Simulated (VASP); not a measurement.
Consider the following.

```
CdBr2
1.0
    1.97500     1.14027     6.22333
   -1.97500     1.14027     6.22333
    0.00000    -2.28053     6.22333
Cd Br
1 2
Direct
  0.00000   0.00000   0.00000
  0.25000   0.25000   0.25000
  0.75000   0.75000   0.75000
```

Computed with PBEsol GGA, VASP's PBE PAW potentials (set 64) (plane waves; VASP). Numerical set-up: 300 eV cut-off, 5×5×5 Γ-centred mesh, Fermi-Dirac smearing of 0.14 eV, potentials Cd Br.

### Question
Give the energies of bands 3 to 16 at the high-symmetry points, in eV from the valence-band maximum.

### Answer

```json
[
 {"band": "3", "Γ": "-7.02", "T": "-7.01", "H2": "-6.82", "L": "-6.95", "S0": "-6.81", "F": "-6.94"},
 {"band": "4", "Γ": "-7.02", "T": "-7.01", "H2": "-6.79", "L": "-6.89", "S0": "-6.80", "F": "-6.90"},
 {"band": "5", "Γ": "-6.89", "T": "-6.85", "H2": "-6.69", "L": "-6.74", "S0": "-6.68", "F": "-6.70"},
 {"band": "6", "Γ": "-6.68", "T": "-6.68", "H2": "-6.67", "L": "-6.58", "S0": "-6.67", "F": "-6.58"},
 {"band": "7", "Γ": "-6.68", "T": "-6.68", "H2": "-6.64", "L": "-6.54", "S0": "-6.64", "F": "-6.54"},
 {"band": "8", "Γ": "-3.63", "T": "-2.98", "H2": "-3.73", "L": "-3.63", "S0": "-3.71", "F": "-3.91"},
 {"band": "9", "Γ": "-0.50", "T": "-1.60", "H2": "-2.69", "L": "-2.93", "S0": "-2.55", "F": "-3.24"},
 {"band": "10", "Γ": "-0.50", "T": "-0.64", "H2": "-2.29", "L": "-1.79", "S0": "-2.48", "F": "-1.65"},
 {"band": "11", "Γ": "-0.21", "T": "-0.64", "H2": "-1.93", "L": "-1.44", "S0": "-1.93", "F": "-1.38"},
 {"band": "12", "Γ": "-0.18", "T": "-0.04", "H2": "-0.62", "L": "-0.87", "S0": "-0.63", "F": "-0.10"},
 {"band": "13", "Γ": "-0.18", "T": "-0.04", "H2": "-0.48", "L": "-0.41", "S0": "-0.50", "F": "-0.03"},
 {"band": "14", "Γ": "2.73", "T": "4.10", "H2": "4.30", "L": "4.05", "S0": "4.33", "F": "3.32"},
 {"band": "15", "Γ": "5.15", "T": "5.20", "H2": "6.78", "L": "6.30", "S0": "6.95", "F": "5.48"},
 {"band": "16", "Γ": "7.88", "T": "8.15", "H2": "7.51", "L": "8.03", "S0": "7.43", "F": "7.49"}
]
```

The gap is indirect, 2.73 eV, from the valence maximum at Γ-S0 at 0.57 to the conduction minimum at Γ.

The structure comes from a measured CdBr2 entry of the Crystallography Open Database, whose conditions weren't checked. The cell was not relaxed at this level.
